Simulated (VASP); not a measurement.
A VASP calculation is set up with these files.

File KPOINTS:
```
Automatic mesh
0
Gamma
10 10 10
0 0 0
```

**POSCAR**
```
WSi2
1
   -1.6050000000     1.6050000000     3.9150000000
    1.6050000000    -1.6050000000     3.9150000000
    1.6050000000     1.6050000000    -3.9150000000
Si W
2 1
Direct
  0.6650000000   0.6650000000   0.0000000000
  0.3350000000   0.3350000000   0.0000000000
  0.0000000000   0.0000000000   0.0000000000
```

**INCAR**
```
SYSTEM = WSi2
PREC = Accurate
ENCUT = 400
EDIFF = 1E-6
NELM = 100
ALGO = Normal
LREAL = .FALSE.
LASPH = .TRUE.
ISMEAR = 1
SIGMA = 0.1
GGA = PE
LMAXMIX = 6
LWAVE = .FALSE.
LCHARG = .FALSE.
ISIF = 2
IBRION = 0
NSW = 3
TEBEG = 300
```

POTCAR, in this order: Si W_sv (PBE.64 set). Program: vasp_std.

**Question.** Does this input run properly? What does VASP do?

**Answer.** There is a fault: molecular dynamics (IBRION = 0) was asked for without POTIM. VASP stops with an error: Fatal error! IBRION=0, but no entry for POTIM on file INCAR. MUST be specified! ----> I REFUSE TO CONTINUE WITH THIS SICK JOB ... BYE!!! <----

### standard output
```
 POSCAR found type information on POSCAR SiW
 POSCAR found :  2 types and       3 ions
 Reading from existing POTCAR

 -----------------------------------------------------------------------------
|                                                                             |
|     EEEEEEE  RRRRRR   RRRRRR   OOOOOOO  RRRRRR      ###     ###     ###     |
|     E        R     R  R     R  O     O  R     R     ###     ###     ###     |
|     E        R     R  R     R  O     O  R     R     ###     ###     ###     |
|     EEEEE    RRRRRR   RRRRRR   O     O  RRRRRR       #       #       #      |
|     E        R   R    R   R    O     O  R   R                               |
|     E        R    R   R    R   O     O  R    R      ###     ###     ###     |
|     EEEEEEE  R     R  R     R  OOOOOOO  R     R     ###     ###     ###     |
|                                                                             |
|     Fatal error! IBRION=0, but no entry for POTIM on file INCAR. MUST       |
|     be specified!                                                           |
|                                                                             |
|       ---->  I REFUSE TO CONTINUE WITH THIS SICK JOB ... BYE!!! <----       |
|                                                                             |
 -----------------------------------------------------------------------------
```

To mend it, set POTIM to the time step in fs (1 to 2 fs suits most solids). The plain static run on this cell (PBE GGA, plane waves, VASP's PBE PAW potentials (set 64)) converges, and its OSZICAR ends with
```
   1 F= -.24801803E+02 E0= -.24801686E+02  d E =-.351854E-03
```

The compound is WSi2 in the MoSi2 type structure. The cell was not relaxed at this level.
